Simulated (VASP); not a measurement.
# In2Te2O (P-3m1) in VASP: single point with r2SCAN

Aim: the single point of In2Te2O with r2SCAN.

All numbers are computed with VASP 6.6.1; they aren't measurements. Logs are shortened: lines on timing, memory, paths and dates and some standing lists are left out, and cuts for length are marked.

## Step 1: Starting point

Symmetry: P-3m1, No. 164, trigonal system. The conventional cell has a = 4.434 Å, b = 4.434 Å, c = 10.393 Å, α = 90.00°, β = 90.00°, γ = 120.00°. Around In (site symmetry 3m) lie 1 O at 1.97 Å. Te (site symmetry 3m) is surrounded by 3 In at 2.87 Å. O (site symmetry -3m) is surrounded by 2 In at 1.97 Å.

The cell was built by a generator and needn't be a form met in nature.

## Step 2: Single point, r2SCAN

File INCAR:

```
SYSTEM = In2Te2O
ALGO     = Normal         ! electronic algorithm
EDIFF    = 1E-6           ! SCF threshold, eV
ENCUT    = 520            ! plane-wave cutoff, eV
ISIF     = 2              ! what is computed and relaxed
ISMEAR   = 0              ! smearing method
KPAR     = 2            
LASPH    = .True.         ! aspherical terms in the spheres
LCHARG   = .False.        ! write CHGCAR
LMIXTAU  = .True.       
LREAL    = .False.        ! projectors in reciprocal space
LWAVE    = .False.        ! write WAVECAR
METAGGA  = R2SCAN         ! meta-GGA
NBANDS   = 30             ! bands
NELM     = 150            ! most SCF steps
PREC     = Accurate       ! precision mode
SIGMA    = 0.1            ! smearing width, eV
```

File KPOINTS:

```
k-points
0
Gamma
  8 8 4
  0 0 0
```

File POSCAR:

```
In2Te2O
1.0
    4.4337180000      0.0000000000      0.0000000000
   -2.2168590000      3.8397130000      0.0000000000
    0.0000000000      0.0000000000     10.3929400000
In Te O
2 2 1
Direct
    0.0000000000      0.0000000000      0.8101560000
    0.0000000000      0.0000000000      0.1898440000
    0.3333330000      0.6666670000      0.3149000000
    0.6666670000      0.3333330000      0.6851000000
    0.0000000000      0.0000000000      0.0000000000
```

Potentials or basis: VASP PAW PBE potentials, release 64 (In_d, Te, O).

Started as:

```bash
$ cat potpaw_PBE.64/In_d/POTCAR potpaw_PBE.64/Te/POTCAR potpaw_PBE.64/O/POTCAR > POTCAR
$ mpirun -np 2 vasp_std > vasp.out
```

OUTCAR:

```text
SYSTEM = In2Te2O
   EDIFF = 1E-6
   ENCUT = 520
   ISIF = 2
   ISMEAR = 0
   LASPH = .True.
   LREAL = .False.
   METAGGA = R2SCAN
   NELM = 150
   PREC = Accurate

 ion  position               nearest neighbor table
   1  0.000  0.000  0.810-   5 1.97   4 2.87   4 2.87   4 2.87   2 3.95
   2  0.000  0.000  0.190-   5 1.97   3 2.87   3 2.87   3 2.87   1 3.95
   3  0.333  0.667  0.315-   2 2.87   2 2.87   2 2.87
   4  0.667  0.333  0.685-   1 2.87   1 2.87   1 2.87
   5  0.000  0.000  0.000-   1 1.97   2 1.97

  LATTYP: Found a hexagonal cell.
 ALAT       =     4.4337180000
 C/A-ratio  =     2.3440687928

  Lattice vectors:

 A1 = (   4.4337180000,   0.0000000000,   0.0000000000)
 A2 = (  -2.2168590000,   3.8397130000,   0.0000000000)
 A3 = (   0.0000000000,   0.0000000000,  10.3929400000)

Analysis of symmetry for initial positions (statically):
=====================================================================
 Subroutine PRICEL returns:
 Original cell was already a primitive cell.

 Routine SETGRP: Setting up the symmetry group for a
 hexagonal supercell.

 Subroutine GETGRP returns: Found 12 space group operations
 (whereof 12 operations were pure point group operations)
 out of a pool of 24 trial point group operations.

The static configuration has the point symmetry D_3d.

Analysis of symmetry for dynamics (positions and initial velocities):
=====================================================================
 Subroutine PRICEL returns:
 Original cell was already a primitive cell.

 Routine SETGRP: Setting up the symmetry group for a
 hexagonal supercell.

 Subroutine GETGRP returns: Found 12 space group operations
 (whereof 12 operations were pure point group operations)
 out of a pool of 24 trial point group operations.

The dynamic configuration has the point symmetry D_3d.

 Subroutine INISYM returns: Found 12 space group operations
 (whereof 12 operations are pure point group operations),
 and found     1 'primitive' translations

----------------------------------------------------------------------------------------

                                     Primitive cell

  volume of cell :     176.9315

  direct lattice vectors                    reciprocal lattice vectors
[... 86 lines left out ...]
   ICHARG =      2    charge: 1-file 2-atom 10-const
   ISPIN  =      1    spin polarized calculation?
   LNONCOLLINEAR =      F non collinear calculations
   LSORBIT =      F    spin-orbit coupling
   LASPH  =      T    aspherical Exc in radial PAW
   ENCUT  =  520.0 eV  38.22 Ry    6.18 a.u.   8.24  8.24 19.32*2*pi/ulx,y,z
   NELM   =    150;   NELMIN=  2; NELMDL= -5     # of ELM steps
   EDIFF  = 0.1E-05   stopping-criterion for ELM
   LREAL  =      F    real-space projection
   EDIFFG = 0.1E-04   stopping-criterion for IOM
   NSW    =      0    number of steps for IOM
   IBRION =     -1    ionic relax: 0-MD 1-quasi-New 2-CG
   NFREE  =      0    steps in history (QN), initial steepest desc. (CG)
   ISIF   =      2    stress and relaxation
   ISYM   =      2    0-nonsym 1-usesym 2-fastsym
   POTIM  = 0.5000    time-step for ionic-motion
   TEBEG  =    0.0;   TEEND  =   0.0 temperature during run
   PSTRESS=    0.0 pullay stress
   NELECT =      44.0000    total number of electrons
   NUPDOWN=      -1.0000    fix difference up-down
   EMIN   =  10.00;   EMAX   =-10.00  energy-range for DOS
   EFERMI =   0.00;   METHOD = LEGACY
   ISMEAR =     0;   SIGMA  =   0.10  broadening in eV -4-tet -1-fermi 0-gaus
   EFERMI_NEDOS =   21; number of points for ismear=-14 and -15
   IALGO  =     38    algorithm
   IMIX   =      4    mixing-type and parameters
     AMIX     =   0.40;   BMIX     =  1.00
     AMIX_MAG =   1.60;   BMIX_MAG =  1.00
  volume/ion in A,a.u.               =      35.39       238.80
  Fermi-wavevector in a.u.,A,eV,Ry     =   1.029494  1.945462 14.420252  1.059859
  Thomas-Fermi vector in A             =   2.163545
   LORBIT       =      0    0 simple, 1 ext, 2 COOP (PROOUT), +10 PAW based schemes
   METAGGA = R2SCAN    functional components
   LHFCALC =     F    Hartree Fock is set to
   AEXX    =    0.0000 exact exchange contribution
   IVDW    =     0    specifies the selected vdW correction
   LEPSILON=     F    determine dielectric tensor
   LRPA    =     F    only Hartree local field effects (RPA)
 non-spin polarized calculation
 Gauss-broadening in eV      SIGMA  =   0.10
  energy-cutoff  :      520.00
  volume of cell :      176.93
 maximum number of plane-waves:      4798
 NGX is ok and might be reduce to    36
   NGX = 17   NGY = 17   NGZ = 39

 number of electron      44.0000012 magnetization

 Free energy of the ion-electron system (eV)
  ---------------------------------------------------
  ext. energy  EPLUGINS =         0.00000000
  ---------------------------------------------------
  free energy    TOTEN  =      -105.48556556 eV

  energy without entropy =     -105.48556556  energy(sigma->0) =     -105.48556556

 E-fermi :   2.3295     XC(G=0):  -8.2854

 val. band max:        1.8790237659   @ k =   0.0000   0.0000   0.0000
 cond. band min:       3.3698472141   @ k =   0.0000   0.0000   0.0000
 fundamental gap:      1.4908234482
 Fermi energy:         2.3295021865

 k-point     1 :       0.0000    0.0000    0.0000
  band No.  band energies     occupation
      1     -16.0283      2.00000
      2     -12.3754      2.00000
      3     -12.2269      2.00000
      4     -12.2269      2.00000
      5     -12.2259      2.00000
      6     -12.2258      2.00000
[... 781 lines left out ...]
     29       8.3849      0.00000
     30       9.0083      0.00000

 [... further k-points ...]
[... 5 lines left out ...]
  --------------------------------------------------------------------------------------
  -------------------------------------------------------------------------------------
  Total       -1.2945505     -1.2945509     -2.0439670     -0.0000000     -0.0000000      0.0000000
  in kB      -11.7226107    -11.7226143    -18.5088401     -0.0000000     -0.0000000      0.0000000
  external PRESSURE =     -13.9846884 kB  Pullay stress =       0.0000000 kB

 VOLUME and BASIS-vectors are now :
 -----------------------------------------------------------------------------
  energy-cutoff  :      520.00
  volume of cell :      176.93
      direct lattice vectors                 reciprocal lattice vectors
     4.433718000  0.000000000  0.000000000     0.225544340  0.130218066  0.000000000
    -2.216859000  3.839713000  0.000000000     0.000000000  0.260436132  0.000000000
     0.000000000  0.000000000 10.392940000     0.000000000  0.000000000  0.096219164

 POSITION                                       TOTAL-FORCE (eV/Angst)
 -----------------------------------------------------------------------------------
      0.00000      0.00000      8.41990         0.000000     -0.000000      0.129862
      0.00000      0.00000      1.97304         0.000000      0.000000     -0.129862
     -0.00000      2.55981      3.27274        -0.000000      0.000000     -0.180940
      2.21686      1.27990      7.12020         0.000000      0.000000      0.180940
      0.00000      0.00000      0.00000         0.000000      0.000000      0.000000
 -----------------------------------------------------------------------------------
    total drift:                                0.000000     -0.000000      0.000000

  FREE ENERGIE OF THE ION-ELECTRON SYSTEM (eV)
  ---------------------------------------------------
  free  energy   TOTEN  =      -105.4855655634 eV

  energy  without entropy=     -105.4855655634  energy(sigma->0) =     -105.48556556
```

stdout:

```text
POSCAR found type information on POSCAR InTeO
 POSCAR found :  3 types and       5 ions
 scaLAPACK will be used
 -----------------------------------------------------------------------------
|                                                                             |
|                                                                             |
|     You enforced a specific xc type in the INCAR file but a different       |
|     I HOPE YOU KNOW WHAT YOU ARE DOING!                                     |
|                                                                             |
 -----------------------------------------------------------------------------

 LDA part: xc-table for (None), standard interpolation
 POSCAR, INCAR and KPOINTS ok, starting setup
 FFT: planning ... GRIDC
 FFT: planning ... GRID_SOFT
 FFT: planning ... GRID
 WAVECAR not read
 entering main loop
```

Run time: 13 min. Hardware: 2 MPI ranks of Intel Xeon Platinum 8259CL at 2.50GHz (Skylake/Cascade Lake), shared host; peak memory 0.46 GiB.

Results:

```yaml
Free_energy: -105.4856 eV
Pressure: -1.4 GPa
Largest_force: 0.181 eV/Å
Band_gap_on_the_k_mesh: 1.49 eV, direct
```

Forces on the atoms (eV/Å):
```
In   0.000  0.000  0.130
In   0.000  0.000 -0.130
Te   0.000  0.000 -0.181
Te   0.000  0.000  0.181
O    0.000  0.000  0.000
```

Stress tensor (GPa, compression positive):
```
-1.17  0.00  0.00
 0.00 -1.17  0.00
 0.00  0.00 -1.85
```

Levels at points of the mesh, in eV from the valence-band top:
| k point | band 19 | band 20 | band 21 | band 22 | band 23 | band 24 | band 25 | band 26 |
| --- | --- | --- | --- | --- | --- | --- | --- | --- |
| (0.00, 0.00, 0.00) | -0.31 | -0.31 | 0.00 | 0.00 | 1.49 | 2.43 | 4.33 | 5.10 |
| (0.50, 0.00, 0.00) | -1.17 | -1.17 | -0.48 | -0.45 | 2.31 | 2.74 | 3.62 | 5.08 |
| (0.00, 0.00, 0.50) | -0.24 | -0.24 | -0.06 | -0.06 | 2.01 | 2.22 | 4.54 | 5.20 |
| (0.50, 0.00, 0.50) | -1.30 | -1.30 | -0.38 | -0.34 | 1.97 | 2.98 | 4.11 | 4.23 |

Caveat: the PAW data sets were made with another functional, which shifts forces and pressure a little; spin-orbit coupling is left out, which moves the levels of the heavy elements. r2SCAN opens gaps a little over a GGA but as a rule still falls short of measured ones.
